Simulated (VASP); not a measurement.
The system is Y2SiTe.

```
Y Si Te
1.0
     5.16811    0.00000    0.00000
    -2.58405    4.47571    0.00000
     0.00000    0.00000    4.70833
Y Si Te
2 1 1
Cartesian
  0.0000 2.9838 2.3542
  2.5841 1.4919 2.3542
  0.0000 0.0000 0.0000
  0.0000 0.0000 2.3542
```

The cell was built by a generator and needn't be a form met in nature.

The cell isn't the ideal one: random cell by space group and Wyckoff sites (P6/mmm, No. 191).

| Item | Value |
| --- | --- |
| Program | VASP 6.6.1 |
| Task | relaxation of cell and atoms |
| Functional | PBE |
| Potentials or basis | VASP PAW PBE potentials, release 64 (Y_sv, Si, Te) |
| Cutoff | 600 eV |
| k mesh | 6 × 6 × 4 |
| Occupations | gaussian, width 0.1 eV |
| Spin | no spin polarisation |

At the start: pressure 14.1 GPa; volume 27.23 Å³/atom.

Task: Where does the relaxation end?

Result: Over 14 steps the energy falls by 260.9 meV/atom and the volume is 34.27 Å³/atom (+25.9 %); space group P6/mmm (No. 191, to 0.05 Å).

The path:
```
step  energy change (eV)  largest force (eV/Å)  pressure (GPa)  volume (Å³)
   1              0.0000                0.0000           14.05       108.91
   2             -0.9573                0.0000           -1.73       150.83
   3             -1.0223                0.0000            0.28       137.05
   4             -1.0225                0.0000            0.13       137.81
   5             -1.0291                0.0000           -0.22       138.55
   6             -1.0322                0.0000           -0.90       140.73
   7             -1.0349                0.0000           -0.63       139.56
   8             -1.0355                0.0000           -0.77       140.04
   9             -1.0379                0.0000           -0.67       139.68
  10             -1.0382                0.0000           -0.60       139.50
  11             -1.0405                0.0000           -0.46       138.91
  12             -1.0427                0.0000           -0.23       138.00
  13             -1.0427                0.0000            0.24       136.20
  14             -1.0434                0.0000            0.01       137.09
```

Final structure:
```
Y Si Te
1.0
     5.55842    0.00000    0.00000
    -2.77921    4.81373    0.00000
     0.00000    0.00000    5.12373
Y Si Te
2 1 1
Direct
  0.33333 0.66667 0.50000
  0.66667 0.33333 0.50000
  0.00000 0.00000 0.00000
  0.00000 0.00000 0.50000
```

Caveat: the volume moved by over 15 % at a fixed basis, so the end points are rough.
